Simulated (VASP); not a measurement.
An input for Quantum ESPRESSO's pw.x (written as the equivalent of a VASP run, and not itself run):

```
&CONTROL
  calculation = 'relax'
  pseudo_dir = './pseudo'
  outdir = './out'
  tprnfor = .true.
  tstress = .true.
  nstep = 30
  forc_conv_thr = 0.00039
/
&SYSTEM
  ibrav = 0
  nat = 2
  ntyp = 2
  ecutwfc = 98
  occupations = 'smearing'
  smearing = 'methfessel-paxton'
  degauss = 0.00735
  input_dft = 'pbe'
/
&ELECTRONS
  conv_thr = 7.3e-09
  electron_maxstep = 100
/
&IONS
/
ATOMIC_SPECIES
  Al 26.982 Al.upf
  Ni 58.693 Ni.upf
CELL_PARAMETERS angstrom
     2.8059096    0.0000000    0.0000000
     0.0000000    2.8059096    0.0000000
     0.0000000    0.0000000    2.8059096
ATOMIC_POSITIONS crystal
  Al   0.5000000  0.5000000  0.5000000
  Ni   0.0000000  0.0000000  0.0000000
K_POINTS automatic
  12 12 12 0 0 0
```

**Question.** Translate this input to VASP (INCAR, KPOINTS, POSCAR, choice of POTCAR).

**Answer.** One answer among several that fit: 
**POSCAR**
```
NiAl
1.0
  2.8059096233   0.0000000000   0.0000000000
  0.0000000000   2.8059096233   0.0000000000
  0.0000000000   0.0000000000   2.8059096233
Al Ni
1 1
Cartesian
  1.4029548116   1.4029548116   1.4029548116
  0.0000000000   0.0000000000   0.0000000000
```

**INCAR**
```
LASPH  =  T
NELM  =  100
IBRION  =  2   # conjugate gradients
LCHARG  =  F
NSW  =  30
SIGMA  =  0.1   # width (eV)
PREC  =  Accurate
ISMEAR  =  1   # Methfessel-Paxton
ENCUT  =  480
EDIFFG  =  -0.01   # ionic stop
LMAXMIX  =  4   # l cut-off of mixed one-centre charges
ISIF  =  2   # forces and stress, cell fixed
ALGO  =  Normal
GGA  =  PE
LWAVE  =  F
SYSTEM  =  NiAl
LREAL  =  F   # projection in real space or not
EDIFF  =  1E-7
```

File KPOINTS:
```
kpoints
0
Gamma
 12 12 12
```

POTCAR, in this order: Al Ni (PBE.64 set). Program: vasp_std.

Limits of the translation: the potentials are each code's own (VASP's PAW set, PseudoDojo norm-conserving files in pw.x), so ENCUT and ecutwfc are chosen apart and not converted; conv_thr bounds pw.x's estimated SCF error, while EDIFF bounds the energy change between steps; forc_conv_thr acts on force components and is met together with etot_conv_thr.

The compound is NiAl in the CsCl type structure. This cell was strained or had an atom moved on purpose.
